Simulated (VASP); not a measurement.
# Lattice of MgO, functional by functional

Aim: relax MgO at several levels of theory and compare the cells. The starting structure is a cell with measured lattice constants from the literature and the atomic positions of a Crystallography Open Database entry. The first relaxation on each setting starts from this cell expanded by 3 % in volume.

Main program and level: VASP 6.6.1; Kohn-Sham DFT with plane waves and PAW; PBEsol, LDA, PBE, PBEsol + D3(BJ), r2SCAN, r2SCAN + rVV10, vdW-DF-cx and AM05.

## Step 1: Set-up

The structure is cubic, space group Fm-3m (No. 225). The conventional cell has a = 4.213 Å, b = 4.213 Å, c = 4.213 Å, α = 90.00°, β = 90.00°, γ = 90.00°. Nearest to Mg lie 6 O at 2.11 Å. Nearest to O lie 6 Mg at 2.11 Å. Farther neighbours and most contacts between anions are not listed.

Coordinates:

```cif
data_structure
_symmetry_space_group_name_H-M 'Fm-3m'
_symmetry_Int_Tables_number 225
_cell_length_a 4.2128
_cell_length_b 4.2128
_cell_length_c 4.2128
_cell_angle_alpha 90.000
_cell_angle_beta 90.000
_cell_angle_gamma 90.000
_cell_volume 74.77
loop_
_atom_site_label
_atom_site_type_symbol
_atom_site_symmetry_multiplicity
_atom_site_Wyckoff_symbol
_atom_site_fract_x
_atom_site_fract_y
_atom_site_fract_z
_atom_site_occupancy
Mg1 Mg 4 a 0.00000 0.00000 0.00000 1
O1 O 4 b 0.50000 0.00000 0.00000 1
```

## Step 2: Relaxation with PBEsol

PBEsol restores the gradient expansion of exchange and is tuned for the cells of solids. This run starts from the cell of an earlier relaxation, which isn't shown; the restart sets up the plane waves anew.

INCAR

```
SYSTEM = MgO
PREC = Accurate
ENCUT = 520
EDIFF = 1E-06
NELM = 100
ISMEAR = 0
SIGMA = 0.03
LREAL = .FALSE.
ALGO = Normal
GGA = PS
NBANDS = 10
LORBIT = 11
LWAVE = .FALSE.
LCHARG = .FALSE.
KPAR = 4
IBRION = 2
NSW = 50
ISIF = 3
EDIFFG = -0.006
```

POSCAR

```
MgO
1.0
    0.0000000000      2.1048149981      2.1048149981
    2.1048149981      0.0000000000      2.1048149981
    2.1048149981      2.1048149981      0.0000000000
Mg O
1 1
Direct
    0.0000000000      0.0000000000      0.0000000000
    0.5000000000      0.5000000000      0.5000000000
```

KPOINTS

```
Automatic mesh
0
Gamma
8 8 8
0 0 0
```

Potentials, in the order of the species: Mg and O (PBE family, release 64).

The run is started by

```
mpirun -np 4 vasp_std
```

The program printed:

```text
[banner, memory and clock lines left out]
running    4 mpi-ranks, on    1 nodes
 distrk:  each k-point on    1 cores,    4 groups
 distr:  one band on    1 cores,    1 groups

 POSCAR found type information on POSCAR MgO
 POSCAR found :  2 types and       2 ions
|                                                                             |
|               ----> ADVICE to this user running VASP <----                  |
|                                                                             |
|     You enforced a specific xc type in the INCAR file but a different       |
|     [... a line on the potential file left out ...]
|     I HOPE YOU KNOW WHAT YOU ARE DOING!                                     |
|                                                                             |

 LDA part: xc-table for (Slater+PW92), standard interpolation
 POSCAR, INCAR and KPOINTS ok, starting setup
 FFT: planning ... GRIDC
 FFT: planning ... GRID_SOFT
 FFT: planning ... GRID
 WAVECAR not read
 entering main loop
       N       E                     dE             d eps       ncg     rms          rms(c)
DAV:   1     0.102352350364E+02    0.10235E+02   -0.46712E+03   652   0.702E+02
DAV:   2    -0.134898461727E+02   -0.23725E+02   -0.23276E+02   646   0.136E+02
DAV:   3    -0.138976809744E+02   -0.40783E+00   -0.40758E+00   686   0.164E+01
DAV:   4    -0.138985225263E+02   -0.84155E-03   -0.84153E-03   642   0.837E-01
DAV:   5    -0.138985252240E+02   -0.26977E-05   -0.26976E-05   656   0.471E-02    0.667E+00
DAV:   6    -0.125496264988E+02    0.13489E+01   -0.78668E+00   590   0.165E+01    0.220E+00
DAV:   7    -0.125260256559E+02    0.23601E-01   -0.44288E-02   636   0.212E+00    0.129E+00
DAV:   8    -0.125127055468E+02    0.13320E-01   -0.22217E-02   588   0.186E+00    0.194E-01
DAV:   9    -0.125125239091E+02    0.18164E-03   -0.20679E-04   660   0.112E-01    0.132E-01
DAV:  10    -0.125124652384E+02    0.58671E-04   -0.35337E-04   632   0.154E-01    0.573E-03
DAV:  11    -0.125124661885E+02   -0.95013E-06   -0.41768E-06   618   0.155E-02
   1 F= -.12512466E+02 E0= -.12512466E+02  d E =-.125125E+02
 curvature:   0.00 expect dE= 0.000E+00 dE for cont linesearch  0.000E+00
 trial: gam= 0.00000 g(F)=  0.751E-62 g(S)=  0.508E-09 ort = 0.000E+00 (trialstep = 0.100E+01)
 search vector abs. value=  0.608E-09
 reached required accuracy - stopping structural energy minimisation
```

Run time: 1.8 s. Hardware: 4 MPI ranks of Intel Xeon 6975P-C (Granite Rapids), shared host; peak memory 0.51 GiB.

The logs omit lines about the potential files and the build; timing stands in the text.

Parts of OUTCAR (step 2):

```text
ion  position               nearest neighbor table
   1  0.000  0.000  0.000-   2 2.10   2 2.10   2 2.10   2 2.10   2 2.10   2 2.10
   2  0.500  0.500  0.500-   1 2.10   1 2.10   1 2.10   1 2.10   1 2.10   1 2.10

  LATTYP: Found a face centered cubic cell.
 ALAT       =     4.2096299962

 Subroutine GETGRP returns: Found 48 space group operations
 (whereof 48 operations were pure point group operations)

The static configuration has the point symmetry O_h .

 Found     29 irreducible k-points:

   k-points           NKPTS =     29   k-points in BZ     NKDIM =     29   number of bands    NBANDS=     10

   dimension x,y,z NGX =    24 NGY =   24 NGZ =   24
   dimension x,y,z NGXF=    48 NGYF=   48 NGZF=   48

   ENCUT  =  520.0 eV  38.22 Ry    6.18 a.u.   5.53  5.53  5.53*2*pi/ulx,y,z

   NELECT =       8.0000    total number of electrons

 k-points in reciprocal lattice and weights: Automatic mesh
   0.00000000  0.00000000  0.00000000       0.002
   0.12500000  0.00000000  0.00000000       0.016
   0.25000000  0.00000000  0.00000000       0.016
   0.37500000  0.00000000  0.00000000       0.016
   0.50000000  0.00000000  0.00000000       0.008
   0.12500000  0.12500000  0.00000000       0.012
   0.25000000  0.12500000  0.00000000       0.047
   0.37500000  0.12500000  0.00000000       0.047
   0.50000000  0.12500000  0.00000000       0.047
[...]
-0.37500000  0.50000000  0.12500000       0.023
  -0.25000000  0.50000000  0.25000000       0.012

 average (electrostatic) potential at core
       1 -34.6508       2 -69.5504

 E-fermi :   3.2609

 k-point     1 :       0.0000    0.0000    0.0000
  band No.  band energies     occupation
      1     -14.1347      2.00000
      2       3.0803      2.00000
      3       3.0803      2.00000
      4       3.0803      2.00000
      5       7.7313      0.00000
      6      18.7220      0.00000
      7      18.7220      0.00000
      8      18.7220      0.00000
      9      22.5687      0.00000
    ...

 k-point     2 :       0.1250    0.0000    0.0000
  band No.  band energies     occupation
      1     -13.9675      2.00000
      2       2.1092      2.00000
      3       2.9751      2.00000
      4       2.9751      2.00000
      5       8.6520      0.00000
      6      17.0297      0.00000
      7      19.0844      0.00000
      8      19.0844      0.00000
      9      23.4933      0.00000
    ...

 k-point     3 :       0.2500    0.0000    0.0000
  band No.  band energies     occupation
      1     -13.5330      2.00000
      2       0.3809      2.00000
      3       2.7331      2.00000
      4       2.7331      2.00000
      5      10.0844      0.00000
      6      15.5042      0.00000
      7      19.5954      0.00000
      8      19.5954      0.00000
      9      23.0936      0.00000
    ...

  Total       -0.0000838     -0.0000838     -0.0000838      0.0000000      0.0000000     -0.0000000
  in kB       -0.0071997     -0.0071997     -0.0071997      0.0000000      0.0000000     -0.0000000
  external PRESSURE =      -0.0071997 kB  Pullay stress =       0.0000000 kB

  energy-cutoff  :      520.00
  volume of cell :       18.65
      direct lattice vectors                 reciprocal lattice vectors
     0.000000000  2.104814998  2.104814998    -0.237550569  0.237550569  0.237550569
     2.104814998  0.000000000  2.104814998     0.237550569 -0.237550569  0.237550569
     2.104814998  2.104814998  0.000000000     0.237550569  0.237550569 -0.237550569

 POSITION                                       TOTAL-FORCE (eV/Angst)
 -----------------------------------------------------------------------------------
      0.00000      0.00000      0.00000        -0.000000     -0.000000      0.000000
      2.10481      2.10481      2.10481         0.000000      0.000000      0.000000
 -----------------------------------------------------------------------------------
    total drift:                               -0.000000     -0.000000      0.000000

  FREE ENERGIE OF THE ION-ELECTRON SYSTEM (eV)
  ---------------------------------------------------
  free  energy   TOTEN  =       -12.5124661885 eV

  energy  without entropy=      -12.5124661885  energy(sigma->0) =      -12.51246619

 reached required accuracy - stopping structural energy minimisation

 total charge
# of ion       s       p       d       tot
------------------------------------------
    1        0.150   0.182   0.080   0.412
    2        1.537   3.542   0.000   5.079
--------------------------------------------------
tot          1.688   3.724   0.080   5.492

[... 3 further parts left out ...]
```

CONTCAR:

```
MgO
   1.00000000000000
     0.0000000000000000    2.1048149981000002    2.1048149981000002
     2.1048149981000002    0.0000000000000000    2.1048149981000002
     2.1048149981000002    2.1048149981000002    0.0000000000000000
  Mg              O
     1     1
Direct
     0.0000000000000000    0.0000000000000000    0.0000000000000000
     0.5000000000000000    0.5000000000000000    0.5000000000000000
```

The PAW data sets were made with PBE, which is usual practice but a small mismatch for other functionals. The run keeps the 48 symmetry operations of its start, so it cannot find a distortion of lower symmetry.

With PBEsol the relaxed cell holds 9.325 Å³ an atom, -0.23 % against the measured cell, with a = 4.210 Å. Pressures at 0.985 and 1.015 times this volume, from two more relaxations that aren't shown, give a bulk modulus of 161.3 GPa.

## Step 3: Relaxation with LDA

LDA, the lowest rung, knows the local density alone. This run starts from the cell of an earlier relaxation, which isn't shown; the restart sets up the plane waves anew.

INCAR, as its differences from that of step 2:

```diff
@@ -9,3 +9,3 @@
 ALGO = Normal
-GGA = PS
+GGA = CA
 NBANDS = 10
```

POSCAR

```
MgO
1.0
    0.0000000000      2.0725968792      2.0725968792
    2.0725968792      0.0000000000      2.0725968792
    2.0725968792      2.0725968792      0.0000000000
Mg O
1 1
Direct
    0.0000000000      0.0000000000      0.0000000000
    0.5000000000      0.5000000000      0.5000000000
```

KPOINTS is that of step 2.

The projector-augmented-wave data sets are Mg and O (LDA family, release 64).

The run is started by

```
mpirun -np 4 vasp_std
```

The program printed:

```text
[banner, memory and clock lines left out]
running    4 mpi-ranks, on    1 nodes
[...]
LDA part: xc-table for (Slater(with rela. corr.)+CA(PZ))
 , standard interpolation
 POSCAR, INCAR and KPOINTS ok, starting setup
[...]
entering main loop
       N       E                     dE             d eps       ncg     rms          rms(c)
DAV:   1     0.101233592385E+02    0.10123E+02   -0.46794E+03   668   0.714E+02
DAV:   2    -0.145431738969E+02   -0.24667E+02   -0.23369E+02   660   0.134E+02
DAV:   3    -0.150318348272E+02   -0.48866E+00   -0.48811E+00   668   0.165E+01
DAV:   4    -0.150328663287E+02   -0.10315E-02   -0.10315E-02   646   0.855E-01
[...]
DAV:   9    -0.134455532931E+02    0.18101E-03   -0.18961E-04   664   0.114E-01    0.125E-01
DAV:  10    -0.134454424249E+02    0.11087E-03   -0.26442E-04   606   0.151E-01    0.776E-03
DAV:  11    -0.134454416627E+02    0.76218E-06   -0.38274E-06   618   0.116E-02
   1 F= -.13445442E+02 E0= -.13445442E+02  d E =-.134454E+02
[...]
N       E                     dE             d eps       ncg     rms          rms(c)
DAV:   1    -0.134454920981E+02   -0.49673E-04   -0.94934E-04   598   0.265E-01    0.523E-02
DAV:   2    -0.134454439589E+02    0.48139E-04   -0.31298E-04   604   0.111E-01    0.511E-03
DAV:   3    -0.134454435043E+02    0.45463E-06   -0.36582E-06   588   0.185E-02
   2 F= -.13445444E+02 E0= -.13445444E+02  d E =-.184155E-05
 trial-energy change:   -0.000002  1 .order   -0.000002   -0.000013    0.000009
 step:   0.5929(harm=  0.5929)  dis= 0.00000  next Energy=   -13.445445 (dE=-0.373E-05)
 reached required accuracy - stopping structural energy minimisation
```

The job ended after 2.4 s (4 MPI ranks; peak memory 0.48 GiB).

OUTCAR, selected parts (step 3):

```text
  Total       -0.0090586     -0.0090586     -0.0090586      0.0000000      0.0000000      0.0000000
  in kB       -0.8142940     -0.8142940     -0.8142940      0.0000000      0.0000000      0.0000000
  external PRESSURE =      -0.8142940 kB  Pullay stress =       0.0000000 kB

 POSITION                                       TOTAL-FORCE (eV/Angst)
 -----------------------------------------------------------------------------------
     -0.00000      2.07326      2.07326        -0.000000      0.000000     -0.000000
      2.07326      2.07326      2.07326         0.000000     -0.000000      0.000000
 -----------------------------------------------------------------------------------
    total drift:                               -0.000000     -0.000000      0.000000

  FREE ENERGIE OF THE ION-ELECTRON SYSTEM (eV)
  ---------------------------------------------------
  free  energy   TOTEN  =       -13.4454435043 eV

  energy  without entropy=      -13.4454435043  energy(sigma->0) =      -13.44544350

[... 2 parts as in an earlier step ...]

[... 2 further parts left out ...]
[key lines of the parts left out:]
E-fermi :   3.3848
```

With LDA the relaxed cell holds 8.912 Å³ an atom, -4.65 % against the measured cell, with a = 4.147 Å. That is -4.43 % from PBEsol. Pressures at 0.985 and 1.015 times this volume, from two more relaxations that aren't shown, give a bulk modulus of 179.1 GPa.

## Step 4: Relaxation with PBE

PBE, the usual starting point, adds the gradient of the density.

INCAR, as its differences from that of step 3:

```diff
@@ -9,3 +9,3 @@
 ALGO = Normal
-GGA = CA
+GGA = PE
 NBANDS = 10
```

POSCAR

```
MgO
1.0
    0.0000000000      2.1272568020      2.1272568020
    2.1272568020      0.0000000000      2.1272568020
    2.1272568020      2.1272568020      0.0000000000
Mg O
1 1
Direct
    0.0000000000      0.0000000000      0.0000000000
    0.5000000000      0.5000000000      0.5000000000
```

KPOINTS is that of step 3.

Potentials, in the order of the species: Mg and O (PBE family, release 64).

The run is started by

```
mpirun -np 4 vasp_std
```

The program printed:

```text
[banner, memory and clock lines left out]
running    4 mpi-ranks, on    1 nodes
[...]
LDA part: xc-table for (Slater+PW92), standard interpolation
 POSCAR, INCAR and KPOINTS ok, starting setup
[...]
entering main loop
       N       E                     dE             d eps       ncg     rms          rms(c)
DAV:   1     0.110088678450E+02    0.11009E+02   -0.45597E+03   684   0.693E+02
DAV:   2    -0.130011027152E+02   -0.24010E+02   -0.23716E+02   648   0.133E+02
DAV:   3    -0.134673443134E+02   -0.46624E+00   -0.46608E+00   686   0.167E+01
DAV:   4    -0.134683378636E+02   -0.99355E-03   -0.99353E-03   644   0.891E-01
[...]
DAV:  10    -0.119116813286E+02   -0.15604E-04   -0.42369E-04   612   0.168E-01    0.723E-03
DAV:  11    -0.119116829865E+02   -0.16579E-05   -0.21427E-06   642   0.125E-02    0.557E-03
DAV:  12    -0.119116829350E+02    0.51511E-07   -0.69504E-07   350   0.716E-03
   1 F= -.11911683E+02 E0= -.11911683E+02  d E =-.119117E+02
[...]
N       E                     dE             d eps       ncg     rms          rms(c)
DAV:   1    -0.119147157639E+02   -0.30328E-02   -0.55276E-02   598   0.201E+00    0.399E-01
DAV:   2    -0.119119595022E+02    0.27563E-02   -0.18086E-02   606   0.830E-01    0.403E-02
DAV:   3    -0.119119318318E+02    0.27670E-04   -0.20218E-04   606   0.140E-01    0.235E-02
DAV:   4    -0.119119202356E+02    0.11596E-04   -0.16169E-05   610   0.364E-02    0.717E-03
DAV:   5    -0.119119203437E+02   -0.10820E-06   -0.26544E-06   562   0.104E-02
   2 F= -.11911920E+02 E0= -.11911920E+02  d E =-.237409E-03
 trial-energy change:   -0.000237  1 .order   -0.000236   -0.000704    0.000233
 step:   0.7516(harm=  0.7516)  dis= 0.00000  next Energy=   -11.911947 (dE=-0.264E-03)
[...]
N       E                     dE             d eps       ncg     rms          rms(c)
DAV:   1    -0.119121208418E+02   -0.20061E-03   -0.33995E-03   596   0.498E-01    0.991E-02
DAV:   2    -0.119119498028E+02    0.17104E-03   -0.11172E-03   606   0.206E-01    0.988E-03
DAV:   3    -0.119119490152E+02    0.78761E-06   -0.12306E-05   596   0.345E-02    0.574E-03
DAV:   4    -0.119119480259E+02    0.98926E-06   -0.96940E-07   300   0.899E-03
   3 F= -.11911948E+02 E0= -.11911948E+02  d E =-.265091E-03
[...]
reached required accuracy - stopping structural energy minimisation
```

Wall time 2.6 s (4 MPI ranks); peak memory 0.54 GiB.

Parts of OUTCAR (step 4):

```text
  Total        0.0021950      0.0021950      0.0021950      0.0000000      0.0000000      0.0000000
  in kB        0.1836515      0.1836515      0.1836515      0.0000000      0.0000000      0.0000000
  external PRESSURE =       0.1836515 kB  Pullay stress =       0.0000000 kB

 POSITION                                       TOTAL-FORCE (eV/Angst)
 -----------------------------------------------------------------------------------
      0.00000      0.00000      0.00000        -0.000000      0.000000      0.000000
      2.12345      2.12345      2.12345         0.000000     -0.000000     -0.000000
 -----------------------------------------------------------------------------------
    total drift:                               -0.000000     -0.000000      0.000000

  FREE ENERGIE OF THE ION-ELECTRON SYSTEM (eV)
  ---------------------------------------------------
  free  energy   TOTEN  =       -11.9119480259 eV

  energy  without entropy=      -11.9119480259  energy(sigma->0) =      -11.91194803

[... 2 parts as in an earlier step ...]

[... 2 further parts left out ...]
[key lines of the parts left out:]
E-fermi :   3.2155
```

With PBE the relaxed cell holds 9.575 Å³ an atom, +2.45 % against the measured cell, with a = 4.247 Å. That is +2.68 % from PBEsol. Pressures at 0.985 and 1.015 times this volume, from two more relaxations that aren't shown, give a bulk modulus of 152.5 GPa.

(Part 1 of 2 ends here.)

[Lines on the potential files, build, host, timing and source positions are cut from VASP's logs without a mark.]

[Logs are printed without paths, hosts, clocks, repeated set-up lines and the standing remarks that a program may print on its own settings, such as how far it seeks lower states.]

[Hosts, paths, dates, database ids (printed as entryN), source tags and the programs' standing remarks are cut or masked in the printed files.]
